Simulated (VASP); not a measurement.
Level of theory: HSE06 screened hybrid, VASP's PBE PAW potentials (set 64) (plane waves; VASP).

VASP ran on this input.

**POSCAR**
```
Al35CN36
1
    4.6932676572    -8.1289780182     0.0000000000
    4.6932676572     8.1289780182     0.0000000000
    0.0000000000     0.0000000000    10.0192026154
Al N C
35 36 1
Direct
  0.2207973072   0.1122230028   0.2493735000
  0.1125281788   0.2241363499   0.9962843966
  0.2233197781   0.1121273213   0.7499852846
  0.1041023018   0.2200253046   0.4966439780
  0.2140741398   0.4403492705   0.2548715959
  0.1125781124   0.5550792185   0.9962943049
  0.2254644703   0.4460349066   0.7323901286
  0.1041690711   0.5506347494   0.4966124966
  0.2208157399   0.7752397720   0.2493472434
  0.1131881582   0.8899060589   0.0005305512
  0.2233299823   0.7778608455   0.7499891078
  0.1143905150   0.8904939296   0.4995376016
  0.5544201370   0.1104825955   0.2521242400
  0.4454453328   0.2239634482   0.0012636470
  0.5565433020   0.1115929822   0.7499223947
  0.4394161129   0.2266667922   0.5017474741
  0.5506638105   0.4496981653   0.2537810503
  0.4422812562   0.5544065539   0.9992303594
  0.5611334706   0.4457779898   0.7478904006
  0.5506778418   0.7675397141   0.2537297936
  0.4454834016   0.8880771430   0.0012623953
  0.5611377634   0.7819515345   0.7479103103
  0.4394671796   0.8793010357   0.5018052351
  0.8862890825   0.1089877034   0.2497803836
  0.7780504730   0.2223159264   0.0008170411
  0.8909112615   0.1130479858   0.7501886053
  0.7746441229   0.2205872187   0.4991990442
  0.8862315241   0.4438336814   0.2497858095
  0.7775772802   0.5558323739   0.0007143265
  0.8908917805   0.4444378151   0.7501744166
  0.7797534822   0.5629148618   0.5038379634
  0.8896448940   0.7781102319   0.2496798246
  0.7775408849   0.8883380801   0.0007094926
  0.8927911260   0.7797093106   0.7524948435
  0.7797357215   0.8834184332   0.5038426997
  0.2206930447   0.1119145340   0.4404764469
  0.1079216465   0.2194286991   0.1869517048
  0.2242100174   0.1119640317   0.9411658127
  0.1114416987   0.2205514003   0.6892209166
  0.1884347655   0.4275495409   0.4356526242
  0.1078748726   0.5551377776   0.1869807439
  0.2261069933   0.4463792935   0.9292422450
  0.1114499907   0.5575468230   0.6892106252
  0.2207608997   0.7753816980   0.4404579210
  0.1123411958   0.8894823369   0.1911862938
  0.2242468703   0.7789141739   0.9411474272
  0.1139951238   0.8903061759   0.6914718245
  0.5499855291   0.1082491441   0.4435332408
  0.4459237400   0.2259716700   0.1954987966
  0.5551734619   0.1108945195   0.9424315560
  0.4460041001   0.2242680322   0.6914287992
  0.5499037505   0.4701415253   0.4543127360
  0.4367076164   0.5516172159   0.1891749949
  0.5553455553   0.4459805586   0.9385229143
  0.4629321630   0.5647600159   0.6627508609
  0.5498186547   0.7463033274   0.4543298422
  0.4459068068   0.8865311586   0.1954794045
  0.5552880050   0.7758608069   0.9385450659
  0.4460021777   0.8883581561   0.6914539414
  0.8763064715   0.1000401316   0.4409548607
  0.7757355974   0.2211515930   0.1919275914
  0.8884881953   0.1109069012   0.9413131119
  0.7783425339   0.2224680992   0.6911907719
  0.8762795901   0.4428293847   0.4409622863
  0.7728545526   0.5547932860   0.1928508606
  0.8885162996   0.4442050216   0.9413104500
  0.7824682620   0.5582018198   0.6935212864
  0.8938969774   0.7802214613   0.4407810288
  0.7728989595   0.8846376394   0.1928564474
  0.8905742849   0.7785848258   0.9433843451
  0.7824438341   0.8908478299   0.6935214590
  0.5202307653   0.5933990848   0.5229868221
```

**INCAR**
```
SYSTEM  =  Al35CN36
PREC  =  Normal; ENCUT  =  400; LREAL  =  Auto
LASPH  =  T; ISYM  =  0
EDIFF  =  1E-5; NELM  =  50; NELMIN  =  4
ALGO  =  Normal
ISMEAR  =  0; SIGMA  =  0.05
GGA  =  PE; LHFCALC  =  T; AEXX  =  0.25
HFSCREEN  =  0.2; PRECFOCK  =  Fast
ISPIN  =  2; MAGMOM  =  72*0.0139; NUPDOWN  =  1
ISIF  =  0
LWAVE  =  F; LCHARG  =  F; LORBIT  =  10
```

KPOINTS:
```
kpoints
0
Gamma
  1 1 1
0 0 0
```

POTCAR, in this order: Al N C (PBE.64 set). Program: vasp_gam. Read from the step before: WAVECAR.

What VASP printed:

**OSZICAR**
```
       N       E                     dE             d eps       ncg     rms          rms(c)
DAV:   1    -0.624791104647E+03   -0.62479E+03   -0.17646E+01   896   0.850E+00    0.486E+01
DAV:   2    -0.624917787268E+03   -0.12668E+00   -0.41724E-01   880   0.152E+00    0.337E+01
DAV:   3    -0.624900139514E+03    0.17648E-01   -0.17873E-02   848   0.308E-01    0.209E+01
DAV:   4    -0.624892731127E+03    0.74084E-02   -0.45462E-03   832   0.142E-01    0.124E+01
DAV:   5    -0.624890286137E+03    0.24450E-02   -0.99981E-04   824   0.707E-02    0.727E+00
DAV:   6    -0.624889462425E+03    0.82371E-03   -0.31527E-04   824   0.450E-02    0.421E+00
DAV:   7    -0.624889194792E+03    0.26763E-03   -0.97317E-05   816   0.265E-02    0.242E+00
DAV:   8    -0.624889109748E+03    0.85044E-04   -0.26550E-05   576   0.153E-02    0.142E+00
DAV:   9    -0.624889084552E+03    0.25196E-04   -0.16451E-05   464   0.120E-02    0.813E-01
DAV:  10    -0.624889079303E+03    0.52493E-05   -0.61963E-06   464   0.690E-03
   1 F= -.62488908E+03 E0= -.62488908E+03  d E =-.126302E-17  mag=     1.0000
```

OUTCAR:
```
------------------------ aborting loop because EDIFF is reached ----------------------------------------
  volume of cell :      764.49
      direct lattice vectors                 reciprocal lattice vectors
     4.693267657 -8.128978018  0.000000000     0.106535582 -0.061508347  0.000000000
     4.693267657  8.128978018  0.000000000     0.106535582  0.061508347  0.000000000
     0.000000000  0.000000000 10.019202615     0.000000000  0.000000000  0.099808342
  FREE ENERGIE OF THE ION-ELECTRON SYSTEM (eV)
  ---------------------------------------------------
  free  energy   TOTEN  =      -624.8890793029 eV

  energy  without entropy=     -624.8890793029  energy(sigma->0) =     -624.88907930

  exchange ACFDT corr.  =         0.00000000  see jH, gK, PRB 81, 115126

 total charge

# of ion       s       p       d       tot
------------------------------------------
    1        0.411   0.446   0.000   0.857
    2        0.410   0.441   0.000   0.851
    3        0.412   0.448   0.000   0.860
    4        0.417   0.458   0.000   0.875
    5        0.414   0.452   0.000   0.866
    6        0.410   0.441   0.000   0.851
    7        0.404   0.415   0.000   0.819
    8        0.417   0.458   0.000   0.875
    9        0.411   0.446   0.000   0.857
   10        0.411   0.448   0.000   0.859
   11        0.412   0.448   0.000   0.860
   12        0.414   0.449   0.000   0.863
   13        0.410   0.444   0.000   0.854
   14        0.409   0.438   0.000   0.847
   15        0.410   0.441   0.000   0.851
   16        0.403   0.418   0.000   0.821
   17        0.409   0.432   0.000   0.841
   18        0.414   0.452   0.000   0.866
   19        0.415   0.445   0.000   0.861
   20        0.409   0.432   0.000   0.840
   21        0.409   0.438   0.000   0.847
   22        0.415   0.445   0.000   0.860
   23        0.403   0.418   0.000   0.821
   24        0.410   0.441   0.000   0.851
   25        0.411   0.447   0.000   0.858
   26        0.412   0.450   0.000   0.862
   27        0.409   0.442   0.000   0.851
   28        0.410   0.441   0.000   0.851
   29        0.410   0.441   0.000   0.851
   30        0.412   0.449   0.000   0.862
   31        0.417   0.455   0.000   0.873
   32        0.411   0.445   0.000   0.856
   33        0.409   0.441   0.000   0.851
   34        0.412   0.450   0.000   0.862
   35        0.417   0.455   0.000   0.872
   36        1.230   2.596   0.000   3.825
   37        1.228   2.589   0.000   3.817
   38        1.228   2.595   0.000   3.823
   39        1.230   2.597   0.000   3.827
   40        1.239   2.583   0.000   3.822
   41        1.228   2.589   0.000   3.817
   42        1.226   2.565   0.000   3.791
   43        1.230   2.597   0.000   3.827
   44        1.230   2.595   0.000   3.825
   45        1.228   2.595   0.000   3.823
   46        1.228   2.595   0.000   3.824
   47        1.228   2.596   0.000   3.824
   48        1.226   2.562   0.000   3.789
   49        1.227   2.577   0.000   3.804
   50        1.227   2.587   0.000   3.815
   51        1.229   2.598   0.000   3.827
   52        1.216   2.551   0.000   3.767
   53        1.229   2.604   0.000   3.834
   54        1.227   2.589   0.000   3.816
   55        1.217   2.564   0.000   3.782
   56        1.216   2.551   0.000   3.767
   57        1.227   2.577   0.000   3.805
   58        1.228   2.589   0.000   3.816
   59        1.229   2.598   0.000   3.827
   60        1.231   2.588   0.000   3.819
   61        1.228   2.596   0.000   3.824
   62        1.228   2.593   0.000   3.821
   63        1.228   2.594   0.000   3.822
   64        1.231   2.588   0.000   3.819
   65        1.227   2.586   0.000   3.813
   66        1.228   2.593   0.000   3.821
   67        1.230   2.607   0.000   3.837
   68        1.231   2.610   0.000   3.840
   69        1.227   2.586   0.000   3.813
   70        1.228   2.597   0.000   3.825
   71        1.230   2.607   0.000   3.837
   72        0.788   1.547   0.000   2.335
--------------------------------------------------
tot         59.376 110.244   0.000 169.619

 magnetization (x)

# of ion       s       p       d       tot
------------------------------------------
    1       -0.000   0.000   0.000  -0.000
    2        0.000   0.000   0.000   0.000
    3       -0.000   0.000   0.000   0.000
    4        0.000   0.000   0.000   0.000
    5       -0.000  -0.000   0.000  -0.000
    6        0.000   0.000   0.000   0.000
    7        0.009   0.010   0.000   0.019
    8        0.000   0.000   0.000   0.000
    9       -0.000   0.000   0.000  -0.000
   10        0.000   0.000   0.000   0.000
   11       -0.000   0.000   0.000   0.000
   12        0.001   0.000   0.000   0.002
   13       -0.000   0.000   0.000   0.000
...
```
(Selected blocks of OUTCAR.)

### OUTCAR
```
 val. band max:        7.6778632441   @ k =   0.0000   0.0000   0.0000

 cond. band min:      10.1301222776   @ k =   0.0000   0.0000   0.0000


 Fermi energy:         7.9863193114

 spin component 1

 k-point     1 :       0.0000    0.0000    0.0000
  band No.  band energies     occupation
      1     -13.6192      1.00000
      2     -11.4465      1.00000
      3     -10.8453      1.00000
      4     -10.7615      1.00000
      5     -10.5941      1.00000
      6     -10.3626      1.00000
      7     -10.3029      1.00000
      8     -10.2682      1.00000
      9     -10.2667      1.00000
     10     -10.1270      1.00000
     11     -10.0666      1.00000
     12      -9.9820      1.00000
     13      -9.7084      1.00000
     14      -9.6939      1.00000
     15      -9.6628      1.00000
     16      -9.6175      1.00000
     17      -9.5914      1.00000
     18      -9.5866      1.00000
     19      -9.5739      1.00000
     20      -9.5593      1.00000
     21      -9.4592      1.00000
     22      -9.3397      1.00000
     23      -9.2842      1.00000
     24      -9.2221      1.00000
     25      -9.0768      1.00000
     26      -9.0302      1.00000
     27      -9.0031      1.00000
     28      -8.9733      1.00000
     29      -8.9215      1.00000
     30      -8.9186      1.00000
     31      -8.8770      1.00000
     32      -8.8562      1.00000
     33      -8.8098      1.00000
     34      -8.7877      1.00000
     35      -8.7574      1.00000
     36      -7.8146      1.00000
     37      -3.9224      1.00000
     38      -1.5628      1.00000
     39      -1.5348      1.00000
     40      -1.2839      1.00000
     41      -0.9705      1.00000
     42      -0.2772      1.00000
     43      -0.2755      1.00000
     44      -0.2067      1.00000
     45      -0.1943      1.00000
     46      -0.1847      1.00000
     47      -0.1672      1.00000
     48      -0.1624      1.00000
     49      -0.1319      1.00000
...
```

The supercell is sampled at Γ alone, which is coarse: total energies, pressure and levels can be off, energies of defects by several tenths of an eV.

The cell is a supercell with a defect, built from AlN (wurtzite): C_Al. The cell's shape comes from a PBE relaxation.
